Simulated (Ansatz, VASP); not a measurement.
## LuScAs2: VASP beside Ansatz

```xyz
4
Lattice="1.9727 1.1389 6.4335 -1.9727 1.1389 6.4335 0.0000 -2.2778 6.4335" Properties=species:S:1:pos:R:3 pbc="T T T"
Sc    1.9727    1.1389    6.4335
Lu    0.0000    0.0000    9.6503
As    0.0000    0.0000    4.8806
As    0.0000    0.0000   14.4200
```

The cell was built by a generator and needn't be a form met in nature.

Alike in both runs: task single point; functional r2SCAN; k mesh 6 × 6 × 6; occupations fermi-dirac, width 0.02 eV; no spin polarisation.

|  | VASP | Ansatz |
| --- | --- | --- |
| version | VASP 6.6.1 | Ansatz 0.2.0 |
| potentials or method | VASP PAW PBE potentials, release 64 (Sc_sv, Lu, As) | plane waves, PAW |
| plane-wave cutoff (eV) | 520 | 500 |
| valence electrons in the cell | 46 | 66 |

```csv
,VASP,Ansatz,Ansatz less VASP
pressure (GPa),0.4,-0.1,-0.42
largest component of the traceless stress (GPa),0.04,0.07,+0.033
rms of the force components (eV/Å),0.007,0.002,-0.0047
```

Atom by atom the forces differ by 0.005 eV/Å (rms over components). With one functional, cell and mesh, what is left measures potentials, basis and numerics. The two sets of potentials don't hold the same shells in valence.

Caveats: the PAW data sets were made with another functional, which shifts forces and pressure a little (VASP). Spin-orbit coupling is left out, which matters for the levels of Lu.
